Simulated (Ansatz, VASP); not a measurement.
# Cross-check of C (Diamond) between VASP and Ansatz, part 2 of 2

Aim: how closely do two programs agree when they are given the same cell, functional and k mesh? The cell is taken from a series of runs on this material, whose earlier steps may have relaxed, scaled, displaced or heated it; both programs get it as it stands.

VASP 6.6.1 and Ansatz 0.2.0.

So far: Starting point; VASP: G0W0 gap, PBE0 form with 5 % exact exchange with an exact-exchange share of 0.05.

## Step 3: Ansatz: G0W0 gap, PBE0 form with 5 % exact exchange with an exact-exchange share of 0.05

Level of this step: Ansatz beside VASP: Kohn-Sham DFT, plane waves, PBE0 form with 5 % exact exchange (Ansatz).

Ansatz runs on its PAW soft_1 files.

The same cell, functional and mesh now go to Ansatz, which takes its cutoff from its data sets.

input.yaml reads:

```yaml
crystal:
  lattice:
    - [0.0, 1.78337, 1.78337]
    - [1.78337, 0.0, 1.78337]
    - [1.78337, 1.78337, 0.0]
  atoms:
    - { symbol: C, position: [0.0, 0.0, 0.0] }
    - { symbol: C, position: [0.25, 0.25, 0.25] }
kpoints:
  mp_grid: { grid: [10, 10, 10] }
hamiltonian:
  xc: { exchange: pbe, correlation: pbe, exx: { coeff: 0.05 } }
  pseudopotentials: { kind: paw, azcp: { folder: soft_1 } }
scf:
  occupations: { method: fixed }
gw:
  n_empty_bands: 47
  ecut_chi: 150.0
  qp_bands: [v2, c2]
  qp_kpoints: band_edges
  screening: { model: contour_deformation }
```

On the command line:

```console
ansatz run input.yaml --threads 3 --pin off --max-ram 92160MiB --backend cuda --events-out ev --progress --plain --runs-dir out --devices 1 --max-vram 13GiB
```

Numbers of over 12 decimals in the logs are rounded to 6 here.

What it wrote:

```text
GPUs: using 1 of 1 available (devices: 1).
Engine: ansatz 0.2.0, x86_64-unknown-linux-gnu
Pseudopotentials: kind: paw
Pseudopotential: C, paw, valence charge 4, recommended cutoff 420 eV (normal), soft_1/C.paw.azcp
Functional definition: unnamed
  parameter a_1 = 0.05
  exchange = (1 - a_1)*pbe_x + a_1*exact_x
  correlation = pbe_c
davidson cushion auto → on  (no smearing: the cushion is to keep the highest requested band from converging to the state above it; pin scf.eigensolver.cushion to override)
device memory: the entry about to start is reckoned to put 0.5 GiB on a device that reports 53.3 GiB free (of which the cap on the GPU budget leaves the run 13.0 GiB)
GPU FFT provider: cuFFT
GPU libraries: cuBLAS 13.8.2, cuFFT 12.4.0, cuSOLVER 12.3.4
Crystal: 2 atoms, lattice volume = 11.344 Å³
Basis set: ecut = 420 eV, 229 PW (Γ)
Bands: 8, of which v1, the nominal top of the filled ones, is band 4 counted from 1 (3 counted from 0)
Symmetry: 48 space group operations
Space group: Fd-3m (ITA 227), of the structure as read, at distance tolerance 2.2e-5 Å
k-points: 47 of 1000
Non-local potential: C, projectors of the file, l = 0: 2, l = 1: 2, l = 2: 1
PAW form: soft (Blöchl's): semilocal exchange-correlation on the pseudo side does not see the compensation charge
PAW frozen core: C, regenerated for the run's functional, and the local potential with it (the file was generated under x = pbe(κ = 0.804, μ = 0.219515), c = pbe(β = 0.066725))
PAW one-centre angular grid: C, 110 points (default); XC on 64 Gauss nodes
Initial density: superposition of atomic densities (chi_scale 0.1, normalization cell)
Initial wavefunctions: pseudopotential atomic-orbital guess
GPU buffer pool allocated for 5832 grid points (all kernels)
GPU transforms: local potential and band sums: pruned to the plane-wave sphere, on 18×18×18
Functional: x = pbe(κ = 0.804, μ = 0.219515), c = pbe(β = 0.066725), warm-up for x = 0.95 pbe(κ = 0.804, μ = 0.219515) + 0.05 exact, c = pbe(β = 0.066725)
SCF iter   1: F=—  HF=-502.166728 eV  |F-HF|=—  |Δ(HF+E_count)|=         —  Δρ=1.39e-1  dr2=1.55e0  ethr=1.00e-1  ⟨swp⟩=3.7  Hψ=1356  notcnv=0
preconditioner: auto → none  [insulator: Δε(μ)=4.847 eV  Ē_g=19.617 eV  n_scr=0 (ndim 8)  ℏωp=31.2 eV  f_vac=0.000]
SCF iter   2: F=—  HF=-501.665486 eV  |F-HF|=—  |Δ(HF+E_count)|=   5.01e-1  Δρ=5.58e-2  dr2=2.19e-1  ethr=1.93e-2  ⟨swp⟩=2.0  Hψ=940  notcnv=0
iter 3 solved again at ethr=1.57e-5 eV; its pass at ethr=2.73e-3 eV (dr2=1.26e-3 eV) is discarded
SCF iter   3: F=-501.614384 eV  HF=-501.613834 eV  |F-HF|=5.50e-4  |Δ(HF+E_count)|=   5.17e-2  Δρ=5.61e-3  dr2=1.15e-3  ethr=1.57e-5  ⟨swp⟩=3.0  Hψ=2120  notcnv=0
SCF 1 stopped early in 3 iterations: F = -501.614384 eV  dr2 = 1.15e-3
  greatest PAW one-centre occupation: 0.647 electrons in one spin orbital (limit 2), on the C atom at site 1 (counted from 0), in its partial waves of l = 0
device memory: the entry about to start is reckoned to put 1.3 GiB on a device that reports 55.9 GiB free (of which the cap on the GPU budget leaves the run 13.0 GiB)
GPU FFT provider: cuFFT
GPU libraries: cuBLAS 13.8.2, cuFFT 12.4.0, cuSOLVER 12.3.4
Initial density: handed on by an earlier stage of this run
Initial wavefunctions: those handed on with the density
GPU buffer pool allocated for 5832 grid points (all kernels)
GPU transforms: local potential and band sums: pruned to the plane-wave sphere, on 18×18×18
Functional: x = 0.95 pbe(κ = 0.804, μ = 0.219515) + 0.05 exact, c = pbe(β = 0.066725)
Exchange kernel: α = 0.0500, full range, Wigner–Seitz truncation, v(0) = 17501.7596 eV·Å³, q-mesh 10×10×10, nearest image of the exchange supercell L = 25.22 Å, pair-density grid 12×12×12, without the augmentation charges, whose exchange is taken in its separable form by FFT convolution over the k-point mesh (sized by the pseudopotential files, 15×15×15 at the most), smooth part of the exact exchange by density-matrix convolution in up to 1.52 GiB of GPU memory as planned if the GPU has room (build and FFT work areas not counted)
Frozen-core exchange: fock
SCF iter   1: F=—  HF=-501.661123 eV  |F-HF|=—  |Δ(HF+E_count)|=         —  Δρ=7.47e-3  dr2=2.16e-3  ethr=1.43e-4  ⟨swp⟩=3.3  Hψ=1233  notcnv=0
preconditioner: auto → none  [insulator: Δε(μ)=4.533 eV  Ē_g=20.302 eV  n_scr=0 (ndim 8)  ℏωp=31.2 eV  f_vac=0.000]
SCF iter   2: F=—  HF=-501.661335 eV  |F-HF|=—  |Δ(HF+E_count)|=   2.12e-4  Δρ=3.45e-3  dr2=6.18e-4  ethr=2.46e-5  ⟨swp⟩=2.0  Hψ=940  notcnv=0
SCF iter   3: F=—  HF=-501.661429 eV  |F-HF|=—  |Δ(HF+E_count)|=   9.45e-5  Δρ=1.04e-4  dr2=8.79e-7  ethr=5.27e-6  ⟨swp⟩=2.9  Hψ=983  notcnv=0
SCF iter   4: F=-501.661472 eV  HF=-501.661472 eV  |F-HF|=2.91e-8  |Δ(HF+E_count)|=   4.34e-5  Δρ=3.43e-5  dr2=4.54e-8  ethr=3.95e-9  ⟨swp⟩=3.7  Hψ=1396  notcnv=0
SCF 2 converged in 4 iterations: F = -501.661472 eV  dr2 = 4.54e-8
hybrid outer 1: dexx = +2.252e-5 eV, tail = 1.12e-7 eV
GPU FFT provider: cuFFT
[...]
[... further progress lines ...]
device memory: the entry about to start is reckoned to put 0.2 GiB on a device that reports 53.6 GiB free (of which the cap on the GPU budget leaves the run 13.0 GiB)
NSCF: frozen V_eff on 1 k-points
device memory: the entry about to start is reckoned to put 0.2 GiB on a device that reports 53.6 GiB free (of which the cap on the GPU budget leaves the run 13.0 GiB)
NSCF: frozen V_eff on 1 k-points
hybrid SCF converged: 2 outer / 6 inner (+3 warm-up), last move |dexx| = 6.83e-11 eV, tail = 6.05e-9 eV
Stability not checked: this state was not tested for a lower state beside it, because the functional holds exact exchange (a hybrid, or Hartree-Fock), whose exchange loop this test does not read (fock_operator; see scf.lower_state_search)
Free energy (F): -501.661473 eV
Frozen-core exchange: fock
Harris-Foulkes:  -501.661473 eV  (|F-HF|=3.53e-9)
Internal energy: -501.661473 eV  (E = F + TS)
E sigma→0 (E₀):  -501.661473 eV
Fermi energy:    13.155102 eV
--- Per-component energies (eV) ---
  E_band       = 31.902490
  E_kinetic    = 179.721134
  E_local      = -110.090941  (includes V_loc(G=0)·N_el)
  E_nonlocal   = 45.610663
  E_hartree    = 26.406602
  E_xc         = -91.171965
  E_vxc        = -112.581474  (∫ρ·V_xc dr)
  E_exx        = -4.317384  (= α·E_x^exact, valence–valence)
  E_paw        = -199.851376  (= ΣΔE_a)
  E_vpaw       = -14.935326  (= ΣTr[D̂ρ^β])
  E_aug_tail   = 0.000043  (compensation charges beyond the density's cutoff)
  E_ewald      = -347.961363
  E_core_change = -0.006885  (= ΣΔE_core)
  E_smearing   = -0.000000  (= −TS)
  E_closure    = 0.000000  (closes the sum)
  Σ components = -501.661473   (vs F -501.661473, Δ=-5.68e-14)
--- Band table (eV; the first three rows and the last of 47) ---
  k-point 0: bands = ["-8.7602", "13.1551", "13.1551", "13.1551", "19.1605", "19.1605"]
  k-point 1: bands = ["-8.4787", "11.4489", "12.7012", "12.7012", "19.7565", "19.7565"]
  k-point 2: bands = ["-7.6395", "8.1715", "11.8041", "11.8041", "20.9088", "20.9088"]
  k-point 46: bands = ["0.8065", "0.8065", "4.8710", "4.8710", "22.9769", "22.9769"]
  guard bands above this table: 2 of the run's 8 bands. The solve was not asked for them (output.publish_guard_bands: true or output.eigenvalues: true publishes all)
--- G₀W₀: contour deformation, 6 samples at zero and on the imaginary axis and 2 off it, 1000 q-points, 47 empty bands' worth ---
  eigenvalues of the whole cell's RPA ε∞ on this k-mesh (on a slab, of 1 + 4πα/V) = 5.3366, 5.3366, 5.3366; static W/v taken at q = 0 is 0.187387
  bands read: the sum over 51 bands ends inside a degenerate multiplet in 3 slots, whose members it reads at an even weight; the widest, k=30: bands 51 to 52 (counted from 1) at 1/2 each
  gw.qp_kpoints: band_edges: 17 of 47 stored k-points solved, in 1 pass; an edge of the gap read off the rows below is read off those points alone
    valence top: of the k-points left out ik 7 came nearest to being solved in a further pass, in band 4 (counted from 1, as in the quasiparticle table): it holds the edge there only if its correction is more favourable than any solved in that band by at least 1.369 eV; those differ by 0.424 eV
    conduction bottom: of the k-points left out ik 23 came nearest to being solved in a further pass, in band 5 (counted from 1, as in the quasiparticle table): it holds the edge there only if its correction is more favourable than any solved in that band by at least 0.594 eV; those differ by 0.543 eV
    ik  band        ε_KS         Σx   Σc(E_QP)       V_xc       Z   E_QP_lin       E_QP  E_QP is
     0     3     13.1551   -20.0801     1.6892   -17.9374  0.8343    12.7010    12.7017  root
     0     4     13.1551   -20.0801     1.6892   -17.9374  0.8343    12.7010    12.7017  root
     0     5     19.1605   -10.2563    -4.9301   -16.1330  0.8343    20.1108    20.1073  root
     0     6     19.1605   -10.2563    -4.9301   -16.1330  0.8343    20.1108    20.1073  root
     1     3     12.7012   -20.0642     1.7922   -17.8029  0.8331    12.2313    12.2320  root
     1     4     12.7012   -20.0642     1.7922   -17.8029  0.8331    12.2313    12.2320  root
     1     5     19.7565   -10.2178    -5.0910   -16.2774  0.8322    20.7291    20.7251  root
     1     6     19.7565   -10.2178    -5.0910   -16.2774  0.8322    20.7291    20.7251  root
     2     3     11.8041   -20.2300     2.0725   -17.6383  0.8304    11.2838    11.2848  root
     2     4     11.8041   -20.2300     2.0725   -17.6383  0.8304    11.2838    11.2848  root
     2     5     20.9088    -9.9057    -5.4607   -16.3842  0.8279    21.9316    21.9266  root
     2     6     20.9088    -9.9057    -5.4607   -16.3842  0.8279    21.9316    21.9266  root
     3     3     10.9923   -20.4957     2.3631   -17.5578  0.8275    10.4162    10.4176  root
     3     4     10.9923   -20.4957     2.3631   -17.5578  0.8275    10.4162    10.4176  root
     3     5     21.7473    -9.4269    -5.7140   -16.1716  0.8263    22.7836    22.7780  root
     3     6     21.7473    -9.4269    -5.7140   -16.1716  0.8263    22.7836    22.7780  root
     4     3     10.4661   -20.7003     2.5577   -17.5302  0.8256     9.8522     9.8538  root
     4     4     10.4661   -20.7003     2.5577   -17.5302  0.8256     9.8522     9.8538  root
     4     5     22.0419    -9.0439    -5.7647   -15.8148  0.8277    23.0535    23.0481  root
     4     6     22.0419    -9.0439    -5.7647   -15.8148  0.8277    23.0535    23.0481  root
     5     3     10.2863   -20.7745     2.6246   -17.5247  0.8249     9.6594     9.6611  root
     5     4     10.2863   -20.7745     2.6246   -17.5247  0.8249     9.6594     9.6611  root
     5     5     22.0801    -8.9085    -5.7572   -15.6571  0.8287    23.0767    23.0715  root
     5     6     22.0801    -8.9085    -5.7572   -15.6571  0.8287    23.0767    23.0715  root
[...]
43     3      6.0026   -21.0524     3.7430   -16.4676  0.8058     5.1559     5.1609  root
    43     4      6.0026   -21.0524     3.7430   -16.4676  0.8058     5.1559     5.1609  root
    43     5     19.7276    -8.8815    -5.1575   -14.6290  0.8416    20.3191    20.3176  root
    43     6     19.7276    -8.8815    -5.1575   -14.6290  0.8416    20.3191    20.3176  root
    46     3      4.8710   -20.8025     4.0087   -15.9163  0.7982     3.9870     3.9935  root
    46     4      4.8710   -20.8025     4.0087   -15.9163  0.7982     3.9870     3.9935  root
    46     5     22.9769    -8.3542    -5.8845   -15.0128  0.8278    23.7546    23.7509  root
    46     6     22.9769    -8.3542    -5.8845   -15.0128  0.8278    23.7546    23.7509  root
```

## Step 4: Differences

Known differences besides the potentials themselves: exact exchange at q = 0 is treated differently, which shows on coarse meshes; VASP keeps PBE cores, Ansatz makes them for the functional; fixed occupations in Ansatz, narrow Gaussian smearing in VASP; the cutoff is 420 eV in Ansatz and 440 eV in VASP; Ansatz integrates over frequency by contour deformation, VASP on a grid of NOMEGA points; Ansatz's G0W0 levels solve the quasiparticle equation, VASP's are linearised. Total energies have different zeros and are not compared.

Compared:

```csv
quantity,Ansatz,VASP,difference
G0W0 gap on the mesh (eV),5.54,5.49,+0.04
Kohn-Sham gap under it (eV),4.55,4.55,+0.01
```

## Step 5: What came out

- difference in G0W0 gap on the mesh (G0W0 gap, PBE0 form with 5 % exact exchange with an exact-exchange share of 0.05): 0.044 eV

What this shows: The difference in G0W0 gap on the mesh is 0.044 eV (G0W0 gap, PBE0 form with 5 % exact exchange with an exact-exchange share of 0.05). Such differences can come from data sets, numerical settings and the points named under the comparisons, not from the functional's error against experiment.

[Lines on the potential files, build, host, timing and source positions are cut from VASP's logs without a mark.]

[Logs are printed without paths, hosts, clocks, repeated set-up lines and the standing remarks that a program may print on its own settings, such as how far it seeks lower states.]

[Hosts, paths, dates, database ids (printed as entryN), source tags and the programs' standing remarks are cut or masked in the printed files.]
